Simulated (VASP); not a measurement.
An input for Ansatz (written as the equivalent of a VASP run, and not itself run):

Ansatz 0.2 input:
```yaml
crystal:
  lattice:
    - [0.0000000, 2.5445080, 2.5445080]
    - [2.5445080, 0.0000000, 2.5445080]
    - [2.5445080, 2.5445080, 0.0000000]
  atoms:
    - { symbol: Ce, position: [0.0000000, 1.0000000, 0.0000000] }
    - { symbol: O, position: [0.2500000, 0.2500000, 0.2500000] }
    - { symbol: O, position: [0.7500000, 0.7500000, 0.7500000] }
kpoints:
  mp_grid: { grid: [8, 8, 8] }
hamiltonian:
  xc: lda
  pseudopotentials: { kind: paw }
scf:
  occupations: { method: gaussian, width: 0.05 }
  max_iter: 100
relax:
  max_steps: 40
  f_tol: 0.02
  cell: { p_target: 45 }
output: { forces: true, stress: true, eigenvalues: true }
```

Problem. Translate this input to VASP (INCAR, KPOINTS, POSCAR, choice of POTCAR).

Solution. This is not unique; one that fits is 
POSCAR:
```
CeO2
1.0
  0.0000000000   2.5445080408   2.5445080408
  2.5445080408   0.0000000000   2.5445080408
  2.5445080408   2.5445080408   0.0000000000
Ce O
1 2
Cart
  2.5445080408   0.0000000000   2.5445080408
  1.2722540204   1.2722540204   1.2722540204
  3.8167620612   3.8167620612   3.8167620612
```

KPOINTS:
```
kpoints
0
Gamma
8 8 8
```

INCAR:
```
SYSTEM = CeO2
PREC = Accurate; ENCUT = 620; LREAL = .FALSE.
LASPH = .TRUE.
EDIFF = 1E-6; NELM = 100; ALGO = Normal
LMAXMIX = 6
ISMEAR = 0; SIGMA = 0.05
IBRION = 2; NSW = 40; ISIF = 3
EDIFFG = -0.02; PSTRESS = 450
LWAVE = .FALSE.; LCHARG = .FALSE.
```

POTCAR, in this order: Ce O (LDA.64 set). Program: vasp_std.

What does not carry over: each code has its own PAW files, so the cut-off isn't converted (ENCUT is set for VASP's; basis.ecutwfc is left out, and Ansatz then takes the one that its files recommend); Ansatz stops its SCF on the density residual and VASP on the energy change (EDIFF); Ansatz's lda is the Perdew-Wang form, while the LDA potentials of VASP carry Perdew-Zunger's.

The compound is CeO2 in the fluorite structure. It was relaxed first under an external pressure of 45 GPa.
